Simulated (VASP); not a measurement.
Data:

```xyz
6
Lattice="0.0000 3.9742 3.9742 3.9742 0.0000 3.9742 3.9742 3.9742 0.0000" Properties=species:S:1:pos:R:3 pbc="T T T"
S      4.9677     4.9677     4.9677
S      4.9677     2.9806     2.9806
S      2.9806     2.9806     4.9677
S      2.9806     4.9677     2.9806
Pr     0.0000     0.0000     0.0000
Pr     1.9871     1.9871     1.9871
```

Method: r2SCAN meta-GGA, VASP's PBE PAW potentials (set 64) (plane waves; VASP 6.6.1). Numerical set-up: 400 eV cut-off, 8×8×8 Γ-centred mesh, tetrahedra with Blöchl corrections, potentials S Pr_3.

The 4f electrons are frozen in the core of the lanthanide potential, so 4f levels, which can set the real gap, and their magnetism are missing.

Task: Give the energies of bands 13 to 26 at the high-symmetry points, in eV from the Fermi level.

Result: 
| band | Γ | X | U | L | W |
|---|---|---|---|---|---|
| 13 | -7.95 | -6.33 | -6.19 | -6.99 | -5.50 |
| 14 | -6.09 | -6.33 | -5.56 | -5.57 | -5.50 |
| 15 | -6.09 | -3.75 | -4.72 | -5.57 | -5.37 |
| 16 | -6.09 | -3.75 | -4.71 | -3.94 | -5.37 |
| 17 | -5.73 | -3.68 | -4.65 | -3.83 | -3.79 |
| 18 | -5.73 | -3.68 | -3.99 | -3.83 | -3.79 |
| 19 | -0.16 | -3.45 | -3.18 | -3.52 | -3.37 |
| 20 | -0.16 | -3.45 | -2.50 | -3.52 | -3.37 |
| 21 | -0.16 | -3.29 | -2.15 | -2.86 | -1.60 |
| 22 | 0.41 | -3.29 | -2.11 | -0.72 | -1.60 |
| 23 | 0.54 | -0.04 | -0.56 | -0.09 | -0.37 |
| 24 | 0.54 | -0.04 | -0.29 | 0.66 | -0.37 |
| 25 | 0.54 | 0.79 | 0.27 | 0.66 | 0.12 |
| 26 | 1.38 | 0.79 | 0.72 | 1.32 | 0.12 |

It has no gap at this level: it comes out as a metal or semimetal.

The structure comes from a measured PrS2 entry (Fd-3m) of the Crystallography Open Database, whose conditions weren't checked. It was relaxed first.
